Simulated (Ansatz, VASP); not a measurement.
## NbAs: VASP beside Ansatz

One calculation is typed for both programs; each brings its own data sets and cutoff. How far apart do they land?

Method: plane waves, with VASP 6.6.1 beside it; single point at r2SCAN, in Ansatz 0.2.0.

**1. The starting structure**

It takes space group P1 (No. 1, triclinic). Conventional cell: a = 3.452 Å, b = 3.452 Å, c = 6.330 Å, α = 105.82°, β = 105.82°, γ = 90.00°. Nb has 6 As at 2.57 to 2.72 Å nearest. Nb has 6 As at 2.48 to 2.66 Å nearest. Nearest to As lie 6 Nb at 2.48 to 2.72 Å. As has 6 Nb at 2.60 to 2.66 Å nearest. Farther neighbours are not listed.

**2. Ansatz: single point, r2SCAN**

Ansatz runs on its default PAW (the set named soft_2) files.

With cell and atoms fixed, the geometry can't cause a difference; cores, projectors, grids and the points listed under the comparison can.

Contents of input.yaml:

```yaml
crystal:
  lattice:
    - [-1.72585, 1.72585, 5.84]
    - [1.72585, -1.72585, 5.84]
    - [1.72585, 1.72585, -5.84]
  atoms:
    - { symbol: Nb, position: [0.006457, -0.001157, 0.012873] }
    - { symbol: Nb, position: [0.751105, 0.259663, 0.507021] }
    - { symbol: As, position: [0.393408, 0.421019, -0.003431] }
    - { symbol: As, position: [0.159604, 0.670121, 0.502004] }
hamiltonian:
  xc: r2scan
  pseudopotentials: { kind: paw }
kpoints:
  mp_grid: { grid: [7, 7, 9] }
scf:
  occupations: { method: fermi_dirac, width: 0.05 }
  n_extra_bands: 5
output:
  forces: true
  stress: true
  eigenvalues: true
  write_density: true
  write_potential: true
  elf: true
  volumetric_format: npy
```

Run with:

```sh
$ ansatz run input.yaml --threads 2 --pin off --max-ram 4608MiB --backend cpu --events-out ev --progress --plain --runs-dir out
```

Numbers of over 12 decimals in the logs are rounded to 6 here.

Log:

```text
basis.fft_grid_basis auto: the FFT boxes are laid along the combinations [[1, -1, 0], [0, 1, 0], [1, 0, 1]] of the cell's own vectors, 4.881, 6.330 and 3.452 Å long. The dense box has 36×48×27 points. Along the cell's own vectors, as sized, it would have 48×48×48, 2.37 times as many. basis.fft_grid_basis: typed keeps the cell's own vectors: state it where this run's energies or levels are differenced outside the engi [...]
scf.n_extra_bands = 5 over 28 filled bands (N_el = 56.0): the run solves 33 bands
Engine: ansatz 0.2.0, aarch64-unknown-linux-gnu
Pseudopotentials: kind: paw
Pseudopotential: Nb, paw, valence charge 13, recommended cutoff 500 eV (meta_gga), Nb.paw.azcp
Pseudopotential: As, paw, valence charge 15, recommended cutoff 500 eV (meta_gga), As.paw.azcp
Functional definition: r2SCAN
  parameter k0 = 0.174
  parameter k1 = 0.065
  parameter a1 = 4.9479
  exchange = r2scan_x(k0 = k0, k1 = k1, a1 = a1)
  correlation = r2scan_c
Crystal: 4 atoms, lattice volume = 69.579 Å³
Basis set: ecut = 500 eV, 1785 PW (Γ), FFT grids on a1−a2, a2, a1+a3, exchange–correlation on 144×192×108 points (64 copies of the dense FFT grid, shifted against one another)
Bands: 33, of which v1, the nominal top of the filled ones, is band 28 counted from 1 (27 counted from 0)
Symmetry: 1 space group operations
Space group: P1 (ITA 1), of the structure as read, at distance tolerance 4.1e-5 Å
k-points: 221 of 441 (time reversal used)
Non-local potential: Nb, projectors of the file, l = 0: 3, l = 1: 2, l = 2: 2, l = 3: 1
Non-local potential: As, projectors of the file, l = 0: 2, l = 1: 2, l = 2: 3, l = 3: 1
PAW form: soft (Blöchl's): semilocal exchange-correlation on the pseudo side does not see the compensation charge
PAW frozen core: Nb, regenerated for the run's functional (the file was generated under x = pbe(κ = 0.804, μ = 0.219515), c = pbe(β = 0.066725))
PAW frozen core: As, regenerated for the run's functional (the file was generated under x = pbe(κ = 0.804, μ = 0.219515), c = pbe(β = 0.066725))
PAW one-centre angular grid: Nb, 590 points (default); XC on 160 Gauss nodes
PAW one-centre angular grid: As, 590 points (default); XC on 160 Gauss nodes
Initial density: superposition of atomic densities (neutral atoms: chi_scale 0, normalization atom), corrected by the library's trained network
Initial wavefunctions: pseudopotential atomic-orbital guess
Functional: x = r2scan, c = r2scan; τ floored in thin density (d = 2e-4 eV/Å³)
SCF iter   1: F=—  HF=-18859.423729 eV  |F-HF|=—  |Δ(HF+E_count)|=         —  Δρ=1.37e-2  dr2=1.90e-1  dr2_τ=3.65e-2  ethr=1.77e-3  ⟨swp⟩=6.1  Hψ=27408  notcnv=0
preconditioner: auto → Kerker (q_TF=auto, 2.631 Å⁻¹)  [metal: Δε(μ)=0.122 eV  Ē_g=7.178 eV  σ=0.050 eV  W_gap=0.48  n_scr=24 (ndim 8)  ℏωp=19.9 eV  f_vac=0.000  D(μ)=0.35/eV (n_scr^D=0)]
SCF iter   2: F=—  HF=-18859.446390 eV  |F-HF|=—  |Δ(HF+E_count)|=   2.27e-2  Δρ=6.48e-3  dr2=2.92e-2  dr2_τ=3.13e-3  ethr=3.39e-4  ⟨swp⟩=2.1  Hψ=12613  notcnv=0  defer=37
SCF iter   3: F=—  HF=-18859.448195 eV  |F-HF|=—  |Δ(HF+E_count)|=   1.80e-3  Δρ=2.52e-3  dr2=3.31e-3  dr2_τ=1.63e-4  ethr=5.22e-5  ⟨swp⟩=2.7  Hψ=12947  notcnv=0  defer=37
SCF iter   4: F=—  HF=-18859.449686 eV  |F-HF|=—  |Δ(HF+E_count)|=   1.49e-3  Δρ=1.00e-3  dr2=5.95e-4  dr2_τ=2.37e-5  ethr=5.91e-6  ⟨swp⟩=2.7  Hψ=12428  notcnv=0  defer=37
SCF iter   5: F=—  HF=-18859.450035 eV  |F-HF|=—  |Δ(HF+E_count)|=   3.50e-4  Δρ=2.36e-4  dr2=5.56e-5  dr2_τ=3.14e-6  ethr=1.06e-6  ⟨swp⟩=2.0  Hψ=9467  notcnv=0  defer=37
SCF iter   6: F=—  HF=-18859.450056 eV  |F-HF|=—  |Δ(HF+E_count)|=   2.08e-5  Δρ=1.26e-4  dr2=2.84e-5  dr2_τ=3.47e-6  ethr=9.94e-8  ⟨swp⟩=2.0  Hψ=9475  notcnv=0  defer=37
SCF iter   7: F=—  HF=-18859.450055 eV  |F-HF|=—  |Δ(HF+E_count)|=   1.26e-6  Δρ=4.51e-5  dr2=1.56e-6  dr2_τ=9.64e-8  ethr=5.08e-8  ⟨swp⟩=2.2  Hψ=9189  notcnv=0  defer=37
SCF iter   8: F=—  HF=-18859.450056 eV  |F-HF|=—  |Δ(HF+E_count)|=   1.06e-6  Δρ=1.06e-5  dr2=1.26e-7  dr2_τ=2.80e-9  ethr=2.78e-9  ⟨swp⟩=2.0  Hψ=9556  notcnv=0  defer=37
SCF iter   9: F=-18859.450056 eV  HF=-18859.450056 eV  |F-HF|=2.08e-9  |Δ(HF+E_count)|=   6.29e-8  Δρ=2.90e-6  dr2=7.05e-9  dr2_τ=1.17e-10  ethr=1.79e-10  ⟨swp⟩=8.9  Hψ=43251  notcnv=0
SCF 1 converged in 9 iterations: F = -18859.450056 eV  dr2 = 7.05e-9
  greatest PAW one-centre occupation: 1.000 electrons in one spin orbital (limit 2), on the Nb atom at site 1 (counted from 0), in its partial waves of l = 0
SCF converged after 9 iterations
Free energy (F): -18859.450056 eV
Harris-Foulkes:  -18859.450056 eV  (|F-HF|=2.08e-9)
Internal energy: -18859.446709 eV  (E = F + TS)
E sigma→0 (E₀):  -18859.448382 eV
Entropy (-TS):   -0.003347 eV (-0.837 meV/atom)
Fermi energy:    16.294259 eV
--- Per-component energies (eV) ---
  E_band       = -527.693517
  E_kinetic    = 997.552981
  E_local      = -4344.194140  (includes V_loc(G=0)·N_el)
  E_nonlocal   = -1101.083656
  E_hartree    = 2152.450519
  E_xc         = -490.728037
  E_vxc        = -645.717685  (∫ρ·V_xc dr)
  E_paw        = -9876.822101  (= ΣΔE_a)
  E_vpaw       = 222.582636  (= ΣTr[D̂ρ^β])
  E_aug_tail   = -0.000003  (compensation charges beyond the density's cutoff)
  E_vtau       = 38.266647  (kinetic-family band-sum trace: ∫τ·v_τ [+ j·A + Jᵃ·Aᵃ] dr)
  E_ewald      = -6193.322594
  E_core_change = -3.299677  (= ΣΔE_core)
  E_smearing   = -0.003347  (= −TS)
  E_closure    = 0.000000  (closes the sum)
  Σ components = -18859.450056   (vs F -18859.450056, Δ=0.00e0)
--- Forces (eV/Å), atoms counted from 1 ---
  atom   1  Nb     0.33725933    -0.75206370    -0.03581279
  atom   2  Nb    -0.07597948    -0.32092017    -1.59267423
  atom   3  As    -0.25405385     1.00388167     1.39199733
  atom   4  As    -0.00722767     0.06908260     0.23651810
  max |Σ_I F_I| component: 2.84e-5 eV/Å
--- Stress (GPa, compression-positive) ---
        0.194403      -0.261232       0.111435
       -0.261232       3.405219      -0.526982
        0.111435      -0.526983       5.080632
  P = ⅓ Tr σ = 2.8934 GPa (28.934 kbar)
--- Band table (eV; the first three rows and the last of 221) ---
  k-point 0: bands = [... 24 lower, 14.2503, 14.5513, 14.7036, 14.8718, 17.1085, 17.7243, 18.7354, 19.4425, ... 1 higher]
  k-point 1: bands = [... 24 lower, 13.8211, 14.3358, 14.9938, 15.2543, 16.6704, 17.2038, 18.7615, 18.9647, ... 1 higher]
  k-point 2: bands = [... 24 lower, 13.2030, 14.3412, 15.3970, 15.7627, 16.4588, 16.9523, 18.1429, 19.2109, ... 1 higher]
  k-point 220: bands = [... 24 lower, 13.0204, 13.8594, 15.3670, 15.6243, 16.9514, 17.6707, 18.2669, 19.4303, ... 1 higher]
```

It took 3.7 min on 2 threads of Arm Neoverse N1, shared host; peak memory 0.81 GiB.

In the SCF lines HF is the Harris–Foulkes energy and dr2 the Hartree energy of the density residual, in eV; the loop may stop once dr2 is under the threshold and the program's other checks hold. Hψ counts applications of the Hamiltonian.

The run ends at a pressure of 2.89 GPa, with forces up to 1.7 eV/Å.

**3. VASP: single point, r2SCAN**

The same cell, functional, mesh and smearing now go to VASP, with its own data sets and cutoff.

Lines of VASP's logs that name or quote its potential files are left out, and so is its time.

Contents of INCAR:

```
SYSTEM = NbAs
PREC = Accurate
ENCUT = 400
EDIFF = 1E-06
NELM = 100
ISMEAR = -1
SIGMA = 0.05
LREAL = .FALSE.
ALGO = Normal
METAGGA = R2SCAN
LASPH = .TRUE.
NBANDS = 24
LORBIT = 11
LWAVE = .FALSE.
LCHARG = .FALSE.
KPAR = 4
ISIF = 2
```

Contents of POSCAR:

```
NbAs
1.0
   -1.7258500000      1.7258500000      5.8400000000
    1.7258500000     -1.7258500000      5.8400000000
    1.7258500000      1.7258500000     -5.8400000000
Nb As
2 2
Direct
    0.0064570000     -0.0011570000      0.0128730000
    0.7511050000      0.2596630000      0.5070210000
    0.3934080000      0.4210190000     -0.0034310000
    0.1596040000      0.6701210000      0.5020040000
```

Contents of KPOINTS:

```
Automatic mesh
0
Gamma
7 7 9
0 0 0
```

PAW data sets: Nb_sv and As (PBE family, release 64).

Run with:

```sh
$ mpirun -np 4 vasp_std
```

Log:

```text
[banner, memory and clock lines left out]
running    4 mpi-ranks, on    1 nodes
 distrk:  each k-point on    1 cores,    4 groups
 distr:  one band on    1 cores,    1 groups

 POSCAR found type information on POSCAR NbAs
 POSCAR found :  2 types and       4 ions
|                                                                             |
|               ----> ADVICE to this user running VASP <----                  |
|                                                                             |
|     You enforced a specific xc type in the INCAR file but a different       |
|     [... a line on the potential file left out ...]
|     I HOPE YOU KNOW WHAT YOU ARE DOING!                                     |
|                                                                             |

 LDA part: xc-table for (None), standard interpolation
|                                                                             |
|           W    W    AA    RRRRR   N    N  II  N    N   GGGG   !!!           |
|           W    W   A  A   R    R  NN   N  II  NN   N  G    G  !!!           |
|           W    W  A    A  R    R  N N  N  II  N N  N  G       !!!           |
|           W WW W  AAAAAA  RRRRR   N  N N  II  N  N N  G  GGG   !            |
|           WW  WW  A    A  R   R   N   NN  II  N   NN  G    G                |
|           W    W  A    A  R    R  N    N  II  N    N   GGGG   !!!           |
|                                                                             |
|     Your reciprocal lattice and k-lattice belong to different lattice       |
|     classes:                                                                |
|                                                                             |
|        The reciprocal lattice is body-centered tetragonal,                  |
|        whereas your k-lattice is base-centered monoclinic.                  |
|                                                                             |
|     Results are often still useful ...                                      |
|                                                                             |

 POSCAR, INCAR and KPOINTS ok, starting setup
 FFT: planning ... GRIDC
 FFT: planning ... GRID_SOFT
 FFT: planning ... GRID
 WAVECAR not read
 entering main loop
       N       E                     dE             d eps       ncg     rms          rms(c)
DAV:   1     0.238980488578E+03    0.23898E+03   -0.17005E+04 10664   0.125E+03
DAV:   2    -0.731864264769E+02   -0.31217E+03   -0.30564E+03 13248   0.459E+02
DAV:   3    -0.958206438211E+02   -0.22634E+02   -0.22375E+02 19920   0.929E+01
DAV:   4    -0.969648504312E+02   -0.11442E+01   -0.11398E+01 15256   0.182E+01
DAV:   5    -0.970114763289E+02   -0.46626E-01   -0.46607E-01 17744   0.370E+00    0.149E+01
DAV:   6    -0.820384379667E+02    0.14973E+02   -0.10304E+01 17520   0.294E+01    0.329E+00
DAV:   7    -0.821123242610E+02   -0.73886E-01   -0.51787E-01 15504   0.512E+00    0.197E+00
DAV:   8    -0.821344992417E+02   -0.22175E-01   -0.25552E-01 16864   0.339E+00    0.128E+00
DAV:   9    -0.821350476556E+02   -0.54841E-03   -0.10009E-01 17712   0.198E+00    0.245E-01
DAV:  10    -0.821368776563E+02   -0.18300E-02   -0.65512E-03 14992   0.565E-01    0.215E-01
DAV:  11    -0.821373505689E+02   -0.47291E-03   -0.91095E-04 14928   0.238E-01    0.499E-02
DAV:  12    -0.821373983938E+02   -0.47825E-04   -0.11923E-04 14864   0.880E-02    0.158E-02
DAV:  13    -0.821373968830E+02    0.15108E-05   -0.13710E-05 15080   0.243E-02    0.627E-03
DAV:  14    -0.821373969865E+02   -0.10348E-06   -0.12915E-06  9560   0.101E-02
   1 F= -.82137397E+02 E0= -.82135720E+02  d E =-.335392E-02
```

OUTCAR, selected parts (step 3):

```text
ion  position               nearest neighbor table
   1  0.006  0.999  0.013-   3 2.57   4 2.60   3 2.61   4 2.62   3 2.68   3 2.72
   2  0.751  0.260  0.507-   3 2.48   3 2.55   4 2.64   4 2.64   4 2.65   4 2.66
   3  0.393  0.421  0.997-   2 2.48   2 2.55   1 2.57   1 2.61   1 2.68   1 2.72
   4  0.160  0.670  0.502-   1 2.60   1 2.62   2 2.64   2 2.64   2 2.65   2 2.66

  LATTYP: Found a body centered tetragonal cell.
 ALAT       =     3.4517000000
 C/A-ratio  =     3.3838398470

 Subroutine GETGRP returns: Found  1 space group operations
 (whereof  1 operations were pure point group operations)

The static configuration has the point symmetry C_1 .

 Found    221 irreducible k-points:

   k-points           NKPTS =    221   k-points in BZ     NKDIM =    221   number of bands    NBANDS=     24

   dimension x,y,z NGX =    42 NGY =   42 NGZ =   42
   dimension x,y,z NGXF=    84 NGYF=   84 NGZF=   84

   ENCUT  =  400.0 eV  29.40 Ry    5.42 a.u.  10.32 10.32 10.32*2*pi/ulx,y,z

   NELECT =      36.0000    total number of electrons

 k-points in reciprocal lattice and weights: Automatic mesh
   0.00000000  0.00000000  0.00000000       0.002
   0.14285714 -0.00000000  0.00000000       0.005
   0.28571429  0.00000000  0.00000000       0.005
   0.42857143 -0.00000000  0.00000000       0.005
  -0.00000000  0.14285714  0.00000000       0.005
   0.14285714  0.14285714  0.00000000       0.005
   0.28571429  0.14285714  0.00000000       0.005
   0.42857143  0.14285714  0.00000000       0.005
  -0.42857143  0.14285714  0.00000000       0.005
[...]
-0.28571429 -0.14285714  0.44444444       0.005
  -0.14285714 -0.14285714  0.44444444       0.005

 average (electrostatic) potential at core
       1 -84.6504       2 -84.5639       3 -49.4158       4 -49.3835

 E-fermi :   9.6253

 k-point     1 :       0.0000    0.0000    0.0000
  band No.  band energies     occupation
    ...
     14       7.2211      2.00000
     15       7.5795      2.00000
     16       7.8839      2.00000
     17       8.0390      2.00000
     18       8.2082      2.00000
     19      10.4376      0.00000
     20      11.0539      0.00000
     21      12.0708      0.00000
     22      12.7805      0.00000
     23      12.8069      0.00000
    ...

 k-point     2 :       0.1429   -0.0000    0.0000
  band No.  band energies     occupation
    ...
     14       7.0195      2.00000
     15       7.4908      2.00000
     16       7.8726      2.00000
     17       7.9947      2.00000
     18       8.5065      2.00000
     19      10.1192      0.00010
     20      10.7825      0.00000
     21      11.7878      0.00000
     22      12.3897      0.00000
     23      12.7895      0.00000
    ...

 k-point     3 :       0.2857    0.0000    0.0000
  band No.  band energies     occupation
    ...
     14       6.6107      2.00000
     15       7.7031      2.00000
     16       7.7770      2.00000
     17       8.0739      2.00000
     18       9.1096      1.99993
     19       9.7422      0.17616
     20      10.7491      0.00000
     21      11.2014      0.00000
     22      12.0676      0.00000
     23      12.3381      0.00000
    ...

  Total       -0.0477033      1.3534564      2.0611162     -0.1132898     -0.2287610      0.0491309
  in kB       -1.0984496     31.1656296     47.4606980     -2.6086902     -5.2676097      1.1313217
  external PRESSURE =      25.8426260 kB  Pullay stress =       0.0000000 kB

  energy-cutoff  :      400.00
  volume of cell :       69.58
      direct lattice vectors                 reciprocal lattice vectors
    -1.725850000  1.725850000  5.840000000     0.000000000  0.289712316  0.085616438
     1.725850000 -1.725850000  5.840000000     0.289712316  0.000000000  0.085616438
     1.725850000  1.725850000 -5.840000000     0.289712316  0.289712316  0.000000000

 POSITION                                       TOTAL-FORCE (eV/Angst)
 -----------------------------------------------------------------------------------
      1.73493     -1.69049      5.79577         0.337248     -0.752908     -0.033497
      0.02689      1.72320      2.94188        -0.076397     -0.320512     -1.596228
      1.76758      1.67228     -1.06371        -0.253665      1.005149      1.393182
      1.74746     -0.01469      1.91389        -0.007186      0.068272      0.236543
 -----------------------------------------------------------------------------------
    total drift:                               -0.000106      0.000946     -0.000117

  FREE ENERGIE OF THE ION-ELECTRON SYSTEM (eV)
  ---------------------------------------------------
  free  energy   TOTEN  =       -82.1373969865 eV

  energy  without entropy=      -82.1340430703  energy(sigma->0) =      -82.13572003

 total charge
# of ion       s       p       d       tot
------------------------------------------
    1        2.144   6.013   2.449  10.606
    2        2.147   6.019   2.483  10.649
    3        1.205   1.713   0.084   3.002
    4        1.204   1.682   0.074   2.959
--------------------------------------------------
tot          6.700  15.427   5.089  27.216

[... 3 further parts left out ...]
```

The run ends at a pressure of 2.58 GPa, with forces up to 1.7 eV/Å.

**4. Comparison**

Known differences besides the potentials themselves: VASP keeps PBE cores, Ansatz makes them for the functional; the data sets hold 56 valence electrons in Ansatz (default PAW (the set named soft_2) files) and 36 in VASP; the cutoff is 500 eV in Ansatz and 400 eV in VASP. Total energies have different zeros and are not compared.

The two programs side by side:

| quantity | Ansatz | VASP | difference |
| --- | --- | --- | --- |
| pressure (GPa) | 2.89 | 2.58 | +0.31 |
| pressure without Ansatz's Pulay correction (GPa) | 2.83 | 2.58 | +0.25 |

Forces (eV/Å; atoms numbered as in POSCAR):

| atom | Ansatz x, y, z | VASP x, y, z |
| --- | --- | --- |
| Nb1 | 0.337, -0.752, -0.036 | 0.337, -0.753, -0.033 |
| Nb2 | -0.076, -0.321, -1.593 | -0.076, -0.321, -1.596 |
| As3 | -0.254, 1.004, 1.392 | -0.254, 1.005, 1.393 |
| As4 | -0.007, 0.069, 0.237 | -0.007, 0.068, 0.237 |

The forces differ by 1.4 meV/Å r.m.s., which is 0.2 % of the r.m.s. force of 0.73 eV/Å (both taken over all components). Ansatz's pressure holds a Pulay correction of 0.06 GPa; VASP's holds none.

**5. Results**

```
r.m.s. force difference (single point, r2SCAN) : 0.19 % of the r.m.s. force
```

The r.m.s. force difference is 0.19 % of the r.m.s. force (single point, r2SCAN), within the 3 % picked in this series as the mark of a large difference. 1 further run of this series is not shown here. How closely two codes agree says nothing of how well the functional describes the real material.

[Lines on the potential files, build, host, timing and source positions are cut from VASP's logs without a mark.]

[Logs are printed without paths, hosts, clocks, repeated set-up lines and the standing remarks that a program may print on its own settings, such as how far it seeks lower states.]

[Hosts, paths, dates, database ids (printed as entryN), source tags and the programs' standing remarks are cut or masked in the printed files.]
